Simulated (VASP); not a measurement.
These are TPSS meta-GGA, VASP's PBE PAW potentials (set 64) (plane waves; VASP) values and carry that method's errors.

VASP ran on this input.

File POSCAR:
```
GdN
1.0
  0.0000000000   2.4784340000   2.5299830000
  2.5289030000   0.0000000000   2.5299830000
  2.5289030000   2.4784340000   0.0000000000
Gd N
1 1
Cart
  0.0000000000   0.0000000000   0.0000000000
  2.5868705146   2.4784340000   2.5299830000
```

**KPOINTS**
```
Automatic mesh
0
G
 8 8 8
0 0 0
```

### INCAR
```
ALGO = Normal
EDIFF = 1E-6
ENCUT = 520
ISIF = 2
ISMEAR = 0
LASPH = .TRUE.
LCHARG = .FALSE.
LMAXMIX = 6
LMIXTAU = .TRUE.
LREAL = .FALSE.
LWAVE = .FALSE.
METAGGA = TPSS
NELM = 100
PREC = Accurate
SIGMA = 0.05
SYSTEM = GdN
```

POTCAR, in this order: Gd_3 N (PBE.64 set). Program: vasp_std.

The run wrote:

**OSZICAR**
```
       N       E                     dE             d eps       ncg     rms          rms(c)
DAV:   1     0.508349387298E+02    0.50835E+02   -0.73107E+03  2090   0.128E+03
DAV:   2    -0.132939937771E+02   -0.64129E+02   -0.59053E+02  2668   0.262E+02
DAV:   3    -0.170020048122E+02   -0.37080E+01   -0.36228E+01  2890   0.494E+01
DAV:   4    -0.170592182755E+02   -0.57213E-01   -0.57098E-01  2851   0.540E+00
DAV:   5    -0.170602881157E+02   -0.10698E-02   -0.10695E-02  2826   0.539E-01    0.305E+01
DAV:   6    -0.222413130671E+02   -0.51810E+01   -0.72754E+00  2108   0.316E+01    0.189E+01
DAV:   7    -0.217449773542E+02    0.49634E+00   -0.20655E+00  2688   0.122E+01    0.102E+01
DAV:   8    -0.223193395321E+02   -0.57436E+00   -0.40769E+00  2575   0.183E+01    0.316E+00
DAV:   9    -0.227278878427E+02   -0.40855E+00   -0.61390E-01  2301   0.103E+01    0.351E+00
DAV:  10    -0.227115827732E+02    0.16305E-01   -0.51103E-02  2735   0.216E+00    0.247E+00
DAV:  11    -0.227117178485E+02   -0.13508E-03   -0.27412E-03  2478   0.437E-01    0.256E+00
DAV:  12    -0.226770950312E+02    0.34623E-01   -0.13529E-01  2530   0.203E+00    0.904E-01
DAV:  13    -0.226839563649E+02   -0.68613E-02   -0.27264E-02  2728   0.112E+00    0.244E-01
DAV:  14    -0.226840978001E+02   -0.14144E-03   -0.45624E-04  2541   0.278E-01    0.239E-01
DAV:  15    -0.226840874080E+02    0.10392E-04   -0.50254E-05  2703   0.451E-02    0.214E-01
DAV:  16    -0.226841138667E+02   -0.26459E-04   -0.48035E-05  2541   0.503E-02    0.235E-01
DAV:  17    -0.226846383237E+02   -0.52446E-03   -0.15080E-03  2464   0.244E-01    0.620E-01
DAV:  18    -0.226843104585E+02    0.32787E-03   -0.73739E-04  2476   0.174E-01    0.360E-01
DAV:  19    -0.226841859557E+02    0.12450E-03   -0.17754E-04  2550   0.951E-02    0.215E-01
DAV:  20    -0.226841888307E+02   -0.28750E-05   -0.43149E-05  2505   0.640E-02    0.139E-01
DAV:  21    -0.226841631638E+02    0.25667E-04   -0.38375E-05  2497   0.415E-02    0.836E-02
DAV:  22    -0.226841643655E+02   -0.12017E-05   -0.81108E-06  2678   0.237E-02    0.421E-02
DAV:  23    -0.226841598829E+02    0.44826E-05   -0.33525E-06  2382   0.138E-02    0.137E-02
DAV:  24    -0.226841615192E+02   -0.16363E-05   -0.48074E-07  1345   0.637E-03    0.767E-03
DAV:  25    -0.226841605896E+02    0.92958E-06   -0.10640E-07  1282   0.374E-03
   1 F= -.22684161E+02 E0= -.22684103E+02  d E =-.115593E-03
```

**OUTCAR**
```
------------------------ aborting loop because EDIFF is reached ----------------------------------------
  FORCE on cell =-STRESS in cart. coord.  units (eV):
  Direction    XX          YY          ZZ          XY          YZ          ZX
  --------------------------------------------------------------------------------------
  Total       -1.0942811     -0.3119052     -1.2268788      0.0000000      0.0000000      0.0000000
  in kB      -55.2818236    -15.7570904    -61.9805077      0.0000000      0.0000000      0.0000000
  external PRESSURE =     -44.3398072 kB  Pullay stress =       0.0000000 kB
  volume of cell :       31.71
      direct lattice vectors                 reciprocal lattice vectors
     0.000000000  2.478434000  2.529983000    -0.197714187  0.201740292  0.197629786
     2.528903000  0.000000000  2.529983000     0.197714187 -0.201740292  0.197629786
     2.528903000  2.478434000  0.000000000     0.197714187  0.201740292 -0.197629786
 POSITION                                       TOTAL-FORCE (eV/Angst)
 -----------------------------------------------------------------------------------
      0.00000      0.00000      0.00000        -0.001217      0.000000      0.000000
      2.58687      2.47843      2.52998         0.001217      0.000000      0.000000
 -----------------------------------------------------------------------------------
    total drift:                               -0.000068      0.000000      0.000000
  FREE ENERGIE OF THE ION-ELECTRON SYSTEM (eV)
  ---------------------------------------------------
  free  energy   TOTEN  =       -22.6841605896 eV

  energy  without entropy=      -22.6840449966  energy(sigma->0) =      -22.68410279
```
(Selected blocks of OUTCAR.)

The 4f electrons are frozen in the core of the lanthanide potential, so 4f levels, which can set the real gap, and their magnetism are missing.

The compound is GdN in the rock salt structure. The cell was not relaxed at this level, atoms are displaced from their ideal sites. The run is one of a series of settings (GGA removed, LMIXTAU = .TRUE., METAGGA = TPSS against the base run), some of them coarse on purpose.
